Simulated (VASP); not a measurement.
Data:

```yaml
crystal:
  lattice:
    - [-1.55851, 1.55851, 1.55851]
    - [1.55851, -1.55851, 1.55851]
    - [1.55851, 1.55851, -1.55851]
  atoms:
    - { symbol: Mo, position: [0.00000, 0.00000, 0.00000] }
```

Level of theory: LDA (Ceperley-Alder, Perdew-Zunger), VASP's LDA PAW potentials (set 64) (plane waves; VASP). Numerical set-up: 520 eV cut-off, Gaussian smearing of 0.050 eV, potentials Mo_sv.

Problem. What does the run give for the band gap (along the path) with the smallest direct gap where there is one?

Solution. 
```
Item                                                          Value
-------------------------  ----------------------------------------
band gap (along the path)  none (metal, semimetal or under 0.01 eV)
```

Total energies compare only between runs with the same potentials, cut-off and functional.

The compound is Mo in the bcc structure. It was relaxed first.
